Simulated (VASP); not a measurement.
VASP input:

### POSCAR
```
P
1
    1.6579343110    -5.5788473453     0.0000000000
    1.6579343110     5.5788473453     0.0000000000
    0.0000000000     0.0000000000     4.5449682742
P
4
Direct
  0.4050791281   0.5949208719   0.9136325981
  0.5949208719   0.4050791281   0.0863674019
  0.0949208719   0.9050791281   0.4136325981
  0.9050791281   0.0949208719   0.5863674019
```

INCAR:
```
# general
SYSTEM = P
PREC   = Accurate
ENCUT  = 400
LREAL  = .False.
LASPH  = .True.

# electronic loop
EDIFF  = 1E-6
NELM   = 100
ALGO   = Normal

# smearing
ISMEAR = 0
SIGMA  = 0.05

# functional
GGA    = PE

# output
LWAVE  = .True.
LCHARG = .False.
```

**KPOINTS**
```
Regular mesh
0
gamma
6 6 4
0 0 0
```

POTCAR, in this order: P (PBE.64 set). Program: vasp_std.

Translate this PBE calculation to Ansatz.

One equivalent input (not run):
Ansatz 0.2 input:
```yaml
crystal:
  lattice:
    - [1.6579343, -5.5788473, 0.0000000]
    - [1.6579343, 5.5788473, 0.0000000]
    - [0.0000000, 0.0000000, 4.5449683]
  atoms:
    - { symbol: P, position: [0.4050791, 0.5949209, 0.9136326] }
    - { symbol: P, position: [0.5949209, 0.4050791, 0.0863674] }
    - { symbol: P, position: [0.0949209, 0.9050791, 0.4136326] }
    - { symbol: P, position: [0.9050791, 0.0949209, 0.5863674] }
kpoints:
  mp_grid: { grid: [6, 6, 4] }
hamiltonian:
  xc: pbe
  pseudopotentials: { kind: paw }
scf:
  occupations: { method: gaussian, width: 0.05 }
  max_iter: 100
output: { forces: true, stress: true, eigenvalues: true }
```
What does not carry over: each code has its own PAW files, so the cut-off isn't converted (ENCUT is set for VASP's; basis.ecutwfc is left out, and Ansatz then takes the one that its files recommend); Ansatz stops its SCF on the density residual and VASP on the energy change (EDIFF).

The structure comes from a computed database's P entry (Cmce); how it stands against other phases isn't given here. It was relaxed first.
